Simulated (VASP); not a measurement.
Output of a VASP run:

### OSZICAR
```
       N       E                     dE             d eps       ncg     rms          rms(c)
DAV:   1     0.463517737661E+02    0.46352E+02   -0.87927E+03  1552   0.130E+03
DAV:   2    -0.345993920356E+02   -0.80951E+02   -0.76585E+02  2152   0.267E+02
DAV:   3    -0.369605239150E+02   -0.23611E+01   -0.23528E+01  2044   0.464E+01
DAV:   4    -0.369743114105E+02   -0.13787E-01   -0.13780E-01  1944   0.365E+00
DAV:   5    -0.369744708463E+02   -0.15944E-03   -0.15940E-03  1988   0.368E-01    0.957E+00
DAV:   6    -0.351188422083E+02    0.18556E+01   -0.51778E+00  1924   0.188E+01    0.449E+00
DAV:   7    -0.349773736826E+02    0.14147E+00   -0.23672E-01  1844   0.475E+00    0.271E+00
DAV:   8    -0.349425165064E+02    0.34857E-01   -0.77082E-02  1736   0.253E+00    0.228E-01
DAV:   9    -0.349415654362E+02    0.95107E-03   -0.23622E-03  2004   0.505E-01    0.122E-01
DAV:  10    -0.349417386709E+02   -0.17323E-03   -0.33181E-04  1780   0.181E-01    0.258E-02
DAV:  11    -0.349417387203E+02   -0.49443E-07   -0.62304E-05  1944   0.679E-02    0.119E-02
DAV:  12    -0.349417396436E+02   -0.92326E-06   -0.68074E-06  1936   0.262E-02    0.223E-03
DAV:  13    -0.349417397576E+02   -0.11395E-06   -0.20461E-07  1412   0.495E-03    0.595E-04
DAV:  14    -0.349417397567E+02    0.88596E-09   -0.16969E-08  1048   0.157E-03
   1 F= -.34941740E+02 E0= -.34941740E+02  d E =0.000000E+00
```

### OUTCAR
```
------------------------ aborting loop because EDIFF is reached ----------------------------------------
  FORCE on cell =-STRESS in cart. coord.  units (eV):
  Direction    XX          YY          ZZ          XY          YZ          ZX
  --------------------------------------------------------------------------------------
  Total       -0.0043414     -0.0043414     -0.0047092      0.0000000     -0.0000000      0.0000000
  in kB       -0.2912568     -0.2912568     -0.3159359      0.0000000     -0.0000000      0.0000000
  external PRESSURE =      -0.2994832 kB  Pullay stress =       0.0000000 kB
  volume of cell :       23.88
      direct lattice vectors                 reciprocal lattice vectors
     1.277377342 -2.212482679  0.000000000     0.391427015 -0.225990470  0.000000000
     1.277377342  2.212482679  0.000000000     0.391427015  0.225990470  0.000000000
     0.000000000  0.000000000  4.225062669     0.000000000  0.000000000  0.236682880
  FREE ENERGIE OF THE ION-ELECTRON SYSTEM (eV)
  ---------------------------------------------------
  free  energy   TOTEN  =       -34.9417397567 eV

  energy  without entropy=      -34.9417397567  energy(sigma->0) =      -34.94173976

 total charge

# of ion       s       p       d       tot
------------------------------------------
    1        0.671   1.342   0.000   2.014
    2        0.671   1.342   0.000   2.014
    3        1.212   2.759   0.000   3.972
    4        1.212   2.759   0.000   3.972
--------------------------------------------------
tot          3.768   8.203   0.000  11.970

 Electric field gradients after diagonalization (V/A^2)
 (convention: |V_zz| > |V_xx| > |V_yy|)
----------------------------------------------------------------------
 ion       V_xx      V_yy      V_zz     asymmetry (V_yy - V_xx)/ V_zz
----------------------------------------------------------------------
   1      -0.449    -0.449     0.898       0.000
   2      -0.449    -0.449     0.898       0.000
   3      -2.280    -2.278     4.558       0.001
   4      -2.280    -2.278     4.558       0.000
```
(Selected blocks of OUTCAR.)

File POSCAR:
```
BN
1
    1.2773773423    -2.2124826789     0.0000000000
    1.2773773423     2.2124826789     0.0000000000
    0.0000000000     0.0000000000     4.2250626691
B N
2 2
Direct
  0.6666670000   0.3333330000   0.5002283801
  0.3333330000   0.6666670000   0.0002283801
  0.6666670000   0.3333330000   0.8747716199
  0.3333330000   0.6666670000   0.3747716199
```

Question: Write an INCAR and KPOINTS that could have produced this output.

Answer: This is not unique; one that fits is the input of the run itself, PW91 GGA, plane waves, VASP's PBE PAW potentials (set 64).

INCAR:
```
ALGO  =  Normal
EDIFF  =  1E-7
ENCUT  =  520
GGA  =  91
ISIF  =  2
ISMEAR  =  -5
LASPH  =  .TRUE.
LCHARG  =  .TRUE.
LEFG  =  .TRUE.
LORBIT  =  11
LREAL  =  .FALSE.
LWAVE  =  .FALSE.
NEDOS  =  601
NELM  =  100
PREC  =  Accurate
SYSTEM  =  BN
```

File KPOINTS:
```
kpoints
0
gamma
 11 11 6
```

POTCAR, in this order: B N (PBE.64 set). Program: vasp_std.

The compound is BN in the wurtzite structure, a metastable high-pressure form. It was relaxed first.
